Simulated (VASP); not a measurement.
# Pt: cell size against the level of theory, part 2 of 2

Aim: relax Pt at several levels and hold each cell against experiment. The start is a cell from a database of measured crystal structures.

VASP 6.6.1, plane waves and PAW; the level of theory is named at each step.

Still holding for the runs below: The k-mesh is coarse for a metal.

So far, final volume (Å³): step 2 (relaxation, level PBE) 15.6; step 3 (relaxation, level LDA) 14.9.

## Step 4: Relaxation with r2SCAN

This step: r2SCAN; plane waves and PAW (Pt) (VASP 6.6.1).

r2SCAN adds the kinetic-energy density, costs more than a GGA and is run with LASPH.

Input file INCAR:

```
SYSTEM = Pt
PREC = Accurate
ENCUT = 520
EDIFF = 1E-06
NELM = 100
ISMEAR = -1
SIGMA = 0.05
LREAL = .FALSE.
ALGO = Normal
METAGGA = R2SCAN
LASPH = .TRUE.
NBANDS = 11
LORBIT = 11
LWAVE = .FALSE.
LCHARG = .FALSE.
KPAR = 2
IBRION = 2
NSW = 60
ISIF = 3
EDIFFG = -0.01
```

Input file POSCAR:

```
Pt
1.0
    0.0000000000      1.9609000000      1.9609000000
    1.9609000000      0.0000000000      1.9609000000
    1.9609000000      1.9609000000      0.0000000000
Pt
1
Direct
    0.0000000000      0.0000000000      0.0000000000
```

Input file KPOINTS:

```
Automatic mesh
0
Gamma
10 10 10
0 0 0
```

PAW data sets: Pt (PBE family, release 64).

Launch:

```
> mpirun -np 2 vasp_std
```

The program printed:

```text
[banner, memory and clock lines left out]
running    2 mpi-ranks, on    1 nodes
[...]
[... a notice as in an earlier step ...]

 LDA part: xc-table for (None), standard interpolation
 POSCAR, INCAR and KPOINTS ok, starting setup
[...]
entering main loop
       N       E                     dE             d eps       ncg     rms          rms(c)
DAV:   1    -0.709381537419E+01   -0.70938E+01   -0.54169E+03  1058   0.868E+02
DAV:   2    -0.541150080425E+02   -0.47021E+02   -0.45188E+02  1197   0.183E+02
DAV:   3    -0.547355105646E+02   -0.62050E+00   -0.61710E+00  1211   0.201E+01
DAV:   4    -0.547383180359E+02   -0.28075E-02   -0.28071E-02  1208   0.158E+00
[...]
DAV:  10    -0.514859552304E+02   -0.23520E-04   -0.38535E-05  1154   0.591E-02    0.737E-03
DAV:  11    -0.514859562930E+02   -0.10626E-05   -0.93962E-07  1059   0.917E-03    0.210E-03
DAV:  12    -0.514859562526E+02    0.40416E-07   -0.69248E-08   610   0.254E-03
   1 F= -.51485956E+02 E0= -.51480313E+02  d E =-.514860E+02
[...]
DAV:   7    -0.514603465717E+02   -0.83626E-06   -0.80510E-07  1080   0.740E-03
   2 F= -.51460347E+02 E0= -.51453466E+02  d E =0.256097E-01
 trial-energy change:    0.025610  1 .order    0.023394   -0.030848    0.077636
 step:   0.2607(harm=  0.2844)  dis= 0.00000  next Energy=   -51.489939 (dE=-0.398E-02)
[...]
N       E                     dE             d eps       ncg     rms          rms(c)
DAV:   1    -0.516883390917E+02   -0.22799E+00   -0.42523E+00  1070   0.193E+01    0.311E+00
DAV:   2    -0.514966266013E+02    0.19171E+00   -0.55612E-01  1055   0.543E+00    0.935E-01
DAV:   3    -0.514892352708E+02    0.73913E-02   -0.35540E-02  1178   0.149E+00    0.603E-01
DAV:   4    -0.514898167530E+02   -0.58148E-03   -0.30756E-03  1344   0.301E-01    0.138E-01
DAV:   5    -0.514898091877E+02    0.75654E-05   -0.43529E-04  1193   0.189E-01    0.123E-02
DAV:   6    -0.514898142626E+02   -0.50750E-05   -0.12227E-05  1257   0.244E-02    0.516E-03
DAV:   7    -0.514898132549E+02    0.10077E-05   -0.16378E-06  1077   0.118E-02    0.238E-03
DAV:   8    -0.514898135502E+02   -0.29524E-06   -0.24941E-08   559   0.144E-03
   3 F= -.51489814E+02 E0= -.51483874E+02  d E =-.385730E-02
[...]
reached required accuracy - stopping structural energy minimisation
```

Wall time 23 s (2 MPI ranks of Intel Xeon 6975P-C (Granite Rapids), shared host); peak memory 0.28 GiB.

Parts of OUTCAR (step 4):

```text
  Total       -0.0066016     -0.0066016     -0.0066016     -0.0000000      0.0000000      0.0000000
  in kB       -0.6893124     -0.6893124     -0.6893124     -0.0000000      0.0000000      0.0000000
  external PRESSURE =      -0.6893124 kB  Pullay stress =       0.0000000 kB

 POSITION                                       TOTAL-FORCE (eV/Angst)
 -----------------------------------------------------------------------------------
      0.00000      0.00000      0.00000         0.000000      0.000000      0.000000
 -----------------------------------------------------------------------------------
    total drift:                               -0.000000      0.000000      0.000000

  FREE ENERGIE OF THE ION-ELECTRON SYSTEM (eV)
  ---------------------------------------------------
  free  energy   TOTEN  =       -51.4898135502 eV

  energy  without entropy=      -51.4779337383  energy(sigma->0) =      -51.48387364

[... 2 parts as in an earlier step ...]

[... 2 further parts left out ...]
[key lines of the parts left out:]
E-fermi :  10.6970
```

The PAW data sets were made with PBE, which is usual practice but a small mismatch for other functionals.

The steps of the relaxation:

| step | energy less that of the first step (eV) | largest force (eV/Å) | pressure (GPa) | volume (Å³) |
| --- | --- | --- | --- | --- |
| 1 | 0.0000 | 0.0000 | 4.91 | 15.08 |
| 2 | 0.0256 | 0.0000 | -11.56 | 16.11 |
| 3 | -0.0039 | 0.0000 | -0.07 | 15.34 |

| conventional cell, symmetrised | before | after | change |
| --- | --- | --- | --- |
| a (Å) | 3.922 | 3.945 | +0.6 % |
| b (Å) | 3.922 | 3.945 | +0.6 % |
| c (Å) | 3.922 | 3.945 | +0.6 % |
| volume (Å³/atom) | 15.08 | 15.34 | +1.8 % |

The relaxed structure:

```xyz
1
Lattice="0.0000 1.9723 1.9723 1.9723 0.0000 1.9723 1.9723 1.9723 0.0000" Properties=species:S:1:pos:R:3 pbc="T T T"
Pt    0.0000    0.0000    0.0000
```

It ends at 15.34 Å³/atom, +1.8 % from the start, with -0.07 GPa left. The conventional cell has a = 3.945 Å.

## Step 5: Relaxation with PBE + D3(BJ)

This step: PBE with D3(BJ); plane waves and PAW (Pt) (VASP 6.6.1).

A dispersion term adds the long-range attraction that semilocal functionals lack. D3 with Becke-Johnson damping keeps a finite attraction at short range.

INCAR, as its differences from that of step 4:

```diff
@@ -9,5 +9,6 @@
 ALGO = Normal
-METAGGA = R2SCAN
+GGA = PE
+IVDW = 12
+NBANDS = 11
 LASPH = .TRUE.
-NBANDS = 11
 LORBIT = 11
```

POSCAR is that of step 4.

KPOINTS is that of step 4.

Launch:

```
> mpirun -np 2 vasp_std
```

The program printed:

```text
[... set-up lines as in an earlier step ...]
 entering main loop
       N       E                     dE             d eps       ncg     rms          rms(c)
[... 11 cycles as in an earlier step ...]
   1 F= -.68525227E+01 E0= -.68465600E+01  d E =-.685252E+01
[...]
N       E                     dE             d eps       ncg     rms          rms(c)
DAV:   1    -0.610273035534E+01   -0.29531E-01   -0.38908E-01  1073   0.583E+00    0.919E-01
DAV:   2    -0.608468536826E+01    0.18045E-01   -0.49889E-02  1061   0.168E+00    0.397E-01
DAV:   3    -0.608373535488E+01    0.95001E-03   -0.42680E-03  1193   0.470E-01    0.222E-01
DAV:   4    -0.608379326235E+01   -0.57907E-04   -0.17499E-04  1141   0.815E-02    0.144E-02
DAV:   5    -0.608379571141E+01   -0.24491E-05   -0.20106E-06  1292   0.117E-02    0.395E-03
DAV:   6    -0.608379623984E+01   -0.52843E-06   -0.26786E-07   695   0.356E-03
   2 F= -.68511406E+01 E0= -.68449277E+01  d E =0.138216E-02
 trial-energy change:    0.001382  1 .order    0.001338   -0.001532    0.004208
 step:   0.2581(harm=  0.2669)  dis= 0.00000  next Energy=    -6.852720 (dE=-0.197E-03)
[...]
N       E                     dE             d eps       ncg     rms          rms(c)
DAV:   1    -0.608678114594E+01   -0.29854E-02   -0.21337E-01  1067   0.432E+00    0.706E-01
DAV:   2    -0.607706266272E+01    0.97185E-02   -0.25199E-02  1064   0.122E+00    0.272E-01
DAV:   3    -0.607646425857E+01    0.59840E-03   -0.27532E-03  1193   0.380E-01    0.145E-01
DAV:   4    -0.607650808919E+01   -0.43831E-04   -0.11471E-04  1147   0.737E-02    0.115E-02
DAV:   5    -0.607650694377E+01    0.11454E-05   -0.18999E-06  1161   0.125E-02    0.239E-03
DAV:   6    -0.607650741010E+01   -0.46633E-06   -0.13894E-07   576   0.268E-03
   3 F= -.68527151E+01 E0= -.68466885E+01  d E =-.192367E-03
[...]
reached required accuracy - stopping structural energy minimisation
```

Run time: 6.2 s. Hardware: 2 MPI ranks; peak memory 0.28 GiB.

OUTCAR, selected parts (step 5):

```text
 Edisp (eV)   -0.76734

 Edisp (eV)   -0.77621

  Total       0.00183     0.00183     0.00183    -0.00000     0.00000    -0.00000
  in kB       0.19389     0.19389     0.19389    -0.00000     0.00000    -0.00000
  external pressure =        0.19 kB  Pullay stress =        0.00 kB

 POSITION                                       TOTAL-FORCE (eV/Angst)
 -----------------------------------------------------------------------------------
      0.00000      0.00000      0.00000         0.000000      0.000000     -0.000000
 -----------------------------------------------------------------------------------
    total drift:                               -0.000000     -0.000000     -0.000000

  FREE ENERGIE OF THE ION-ELECTRON SYSTEM (eV)
  ---------------------------------------------------
  free  energy   TOTEN  =        -6.8527151085 eV

  energy  without entropy=       -6.8406618159  energy(sigma->0) =       -6.84668846

[... 2 parts as in an earlier step ...]

[... 2 further parts left out ...]
[key lines of the parts left out:]
E-fermi :  11.2095
```

Dispersion corrections of this kind ignore metallic screening and tend to overbind metals.

Step by step:

| step | energy less that of the first step (eV) | largest force (eV/Å) | pressure (GPa) | volume (Å³) |
| --- | --- | --- | --- | --- |
| 1 | 0.0000 | 0.0000 | 1.09 | 15.08 |
| 2 | 0.0014 | 0.0000 | -2.96 | 15.31 |
| 3 | -0.0002 | 0.0000 | 0.02 | 15.14 |

```csv
"conventional cell, symmetrised",before,after,change
a (Å),3.922,3.927,+0.1 %
b (Å),3.922,3.927,+0.1 %
c (Å),3.922,3.927,+0.1 %
volume (Å³/atom),15.08,15.14,+0.4 %
```

Final coordinates:

```xyz
1
Lattice="0.0000 1.9634 1.9634 1.9634 0.0000 1.9634 1.9634 1.9634 0.0000" Properties=species:S:1:pos:R:3 pbc="T T T"
Pt    0.0000    0.0000    0.0000
```

It ends at 15.14 Å³/atom, +0.4 % from the start, with 0.02 GPa left. The conventional cell has a = 3.927 Å. Against plain PBE, the dispersion term moves a by -1.1 %.

## Step 6: The cells as a table

This step: relaxed cells at several levels; plane waves and PAW (VASP 6.6.1).

No new run; the numbers come from the runs before.

Lengths are those of the conventional cell; cost is the wall time of each run, as given at its step, times its ranks, without the set-up around it. Results by level, by row:

| level | volume (Å³/atom) | change from the start (%) | a (Å) | cost (core minutes) |
| --- | --- | --- | --- | --- |
| PBE | 15.63 | 3.6 | 3.969 | 0.287 |
| LDA | 14.86 | -1.4 | 3.903 | 0.173 |
| r2SCAN | 15.34 | 1.8 | 3.945 | 0.767 |
| PBE + D3(BJ) | 15.14 | 0.4 | 3.927 | 0.207 |

## Step 7: What came out

- volume, PBE: 15.63 Å³/atom
- volume, LDA: 14.86 Å³/atom
- volume, r2SCAN: 15.34 Å³/atom
- volume, PBE + D3(BJ): 15.14 Å³/atom

For Pt the levels give volumes between 14.86 Å³/atom (LDA) and 15.63 Å³/atom (PBE), a spread of 5.1 %, while the cost of the finished runs spans a factor of 4.4. Within 1 % of experiment on every length: LDA, r2SCAN and PBE + D3(BJ). The nearest, PBE + D3(BJ), is among the cheap ones. Thermal and zero-point expansion, often some tenths of a per cent in length, bear on this order: with the measured lengths lowered by an assumed 0.4 % the nearest becomes LDA. The costs hold the number of ionic steps as well as the price of the functional. Adding D3(BJ) to PBE changes the volume by -3.1 % (a by -1.1 %). Pairwise corrections of the D and TS kind ignore the screening in a metal, so they may overbind here. Within 0.02 Å all end in space group Fm-3m; the runs can't lower the symmetry of the start. The k-sampling is coarse for a metal, so the Fermi level, pressures and the shape of the cell carry errors. Spin-orbit coupling is left out. Each is a single relaxation on the plane waves of the start cell, so larger changes of volume carry a basis-set error that was not tested here.

Calculation against experiment:

| quantity | measured | PBE | LDA | r2SCAN | PBE + D3(BJ) |
| --- | --- | --- | --- | --- | --- |
| lattice constant a (Å) | 3.9227 | 3.969 (+1.2 %) | 3.903 (-0.5 %) | 3.945 (+0.6 %) | 3.927 (+0.1 %) |

Measured values from arxiv:2412.16732 (2024).

Verdict: For the lattice constant a, of the levels listed nearest comes PBE + D3(BJ) (+0.1 %, good agreement) and farthest PBE (+1.2 %, fair agreement). The grades are ours: good and fair within 0.7 and 1.5 % for the lattice constant a. Zero-point motion and thermal expansion are not in the computed lattice constants.

[Lines on the potential files, build, host, timing and source positions are cut from VASP's logs without a mark.]

[Logs are printed without paths, hosts, clocks, repeated set-up lines and the standing remarks that a program may print on its own settings, such as how far it seeks lower states.]

[Hosts, paths, dates, database ids (printed as entryN), source tags and the programs' standing remarks are cut or masked in the printed files.]

[A measured line is paired with the nearest computed mode of its activity, which favours agreement.]
